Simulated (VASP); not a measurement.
Given:

```yaml
crystal:
  lattice:
    - [0.00000, 3.10779, 3.10779]
    - [3.10779, 0.00000, 3.10779]
    - [3.10779, 3.10779, 0.00000]
  atoms:
    - { symbol: Pb, position: [0.00000, 0.00000, 0.00000] }
    - { symbol: Se, position: [0.50000, 0.50000, 0.50000] }
```

Level of theory: Hartree-Fock, VASP's PBE PAW potentials (set 64) (plane waves; VASP). Settings: 520 eV cut-off, 6×6×6 Γ-centred mesh, Gaussian smearing of 0.050 eV, potentials Pb_d Se.

Problem. Give the stress tensor in GPa (positive for a compressed cell).

Solution. 
```
4.39  0.00  0.00
0.00  4.39  0.00
0.00  0.00  4.39
```
The pressure is its mean diagonal, 4.39 GPa.

The compound is PbSe in the rock salt structure. It was relaxed first. The cell's shape comes from a PBE relaxation.
